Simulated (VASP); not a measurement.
Input:

```
Al
1.0
    0.00000     2.02500     2.02500
    2.02500     0.00000     2.02500
    2.02500     2.02500     0.00000
Al
1
Direct
  0.00000   0.00000   0.00000
```

All values below come from optB86b-vdW, VASP's PBE PAW potentials (set 64) (plane waves; VASP). Numerical set-up: 520 eV cut-off, 14×14×14 Γ-centred mesh, first-order Methfessel-Paxton smearing of 0.10 eV, potentials Al.

Q: The ions, cell shape and volume are relaxed. Give the cell that the relaxation ends in.

A: 
```
Al
1.0
    0.00000     2.01497     2.01497
    2.01497     0.00000     2.01497
    2.01497     2.01497     0.00000
Al
1
Cartesian
  0.00000   0.00000   0.00000
```
Space group Fm-3m (225), at a tolerance of 0.03 Å.

Q: How do energy and volume change from the first to the last step?

A: The energy (σ→0) changes by -0.9 meV/atom and the volume by -1.5 %, in 3 ionic steps.

The compound is Al in the fcc structure. This run relaxes it. Symmetry was kept, so distortions that lower it aren't found.
